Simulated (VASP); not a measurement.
OSZICAR of a VASP run on BN (hex):

File OSZICAR:
```
       N       E                     dE             d eps       ncg     rms          rms(c)
DAV:   1     0.657181551476E+02    0.65718E+02   -0.84873E+03  1024   0.124E+03
DAV:   2    -0.343730767529E+02   -0.10009E+03   -0.91721E+02  1528   0.266E+02
DAV:   3    -0.387574156931E+02   -0.43843E+01   -0.43511E+01  1296   0.580E+01
DAV:   4    -0.387990790328E+02   -0.41663E-01   -0.41646E-01  1236   0.623E+00
DAV:   5    -0.387996312787E+02   -0.55225E-03   -0.55212E-03  1304   0.720E-01    0.115E+01
DAV:   6    -0.354859559859E+02    0.33137E+01   -0.80373E+00  1152   0.235E+01    0.523E+00
DAV:   7    -0.351739729503E+02    0.31198E+00   -0.54097E-01  1276   0.648E+00    0.319E+00
DAV:   8    -0.350963406701E+02    0.77632E-01   -0.27805E-01  1184   0.416E+00    0.385E-01
DAV:   9    -0.350936332058E+02    0.27075E-02   -0.11262E-02  1204   0.965E-01    0.190E-01
DAV:  10    -0.350944843107E+02   -0.85110E-03   -0.11543E-03  1216   0.304E-01    0.357E-02
DAV:  11    -0.350945668486E+02   -0.82538E-04   -0.17330E-04  1276   0.119E-01    0.274E-02
DAV:  12    -0.350945651254E+02    0.17233E-05   -0.40571E-05  1176   0.570E-02    0.419E-03
DAV:  13    -0.350945653624E+02   -0.23707E-06   -0.13630E-06  1312   0.110E-02    0.918E-04
DAV:  14    -0.350945654407E+02   -0.78285E-07   -0.14370E-07  1044   0.322E-03
   1 F= -.35768050E+02 E0= -.35768050E+02  d E =-.357680E+02
       N       E                     dE             d eps       ncg     rms          rms(c)
DAV:   1    -0.351790979740E+02   -0.84533E-01   -0.33179E+00  1008   0.166E+01    0.117E+00
DAV:   2    -0.351327292169E+02    0.46369E-01   -0.54216E-02  1228   0.205E+00    0.658E-01
DAV:   3    -0.351123017035E+02    0.20428E-01   -0.38524E-02  1228   0.151E+00    0.141E-01
DAV:   4    -0.351120487994E+02    0.25290E-03   -0.13213E-03  1224   0.351E-01    0.414E-02
DAV:   5    -0.351120604945E+02   -0.11695E-04   -0.26097E-04  1216   0.141E-01    0.295E-02
DAV:   6    -0.351120472324E+02    0.13262E-04   -0.51740E-05  1204   0.645E-02    0.611E-03
DAV:   7    -0.351120488223E+02   -0.15899E-05   -0.68579E-06  1236   0.234E-02    0.352E-03
DAV:   8    -0.351120488511E+02   -0.28827E-07   -0.16834E-07   988   0.428E-03
   2 F= -.35790360E+02 E0= -.35790360E+02  d E =-.223100E-01
       N       E                     dE             d eps       ncg     rms          rms(c)
DAV:   1    -0.351129538252E+02   -0.90500E-03   -0.19154E-02  1012   0.125E+00    0.883E-02
DAV:   2    -0.351126839277E+02    0.26990E-03   -0.30098E-04  1232   0.155E-01    0.498E-02
DAV:   3    -0.351125655326E+02    0.11840E-03   -0.24090E-04  1216   0.119E-01    0.109E-02
DAV:   4    -0.351125643777E+02    0.11549E-05   -0.10268E-05  1220   0.309E-02    0.342E-03
DAV:   5    -0.351125643526E+02    0.25084E-07   -0.31093E-06  1216   0.149E-02    0.317E-03
DAV:   6    -0.351125642125E+02    0.14009E-06   -0.61149E-07  1188   0.703E-03    0.429E-04
DAV:   7    -0.351125642148E+02   -0.23310E-08   -0.33836E-08   600   0.179E-03
   3 F= -.35790515E+02 E0= -.35790515E+02  d E =-.224655E-01
```

Task: Which electronic solver shows in the log?

Result: It is blocked Davidson (ALGO = Normal, or the opening steps of other solvers). The INCAR had ALGO = Normal.

Task: Can the final energy be trusted as converged?

Result: The run converged. It stopped with EDIFF = 1E-7, NELM = 100, NSW = 30 and EDIFFG = -0.01 after 3 ionic steps (PBE GGA with D4 dispersion, plane waves, VASP's PBE PAW potentials (set 64)).

The compound is BN in the hex structure. This cell is one point of a volume scan, at 0.97 of the reference volume. Symmetry was kept, so distortions that lower it aren't found.
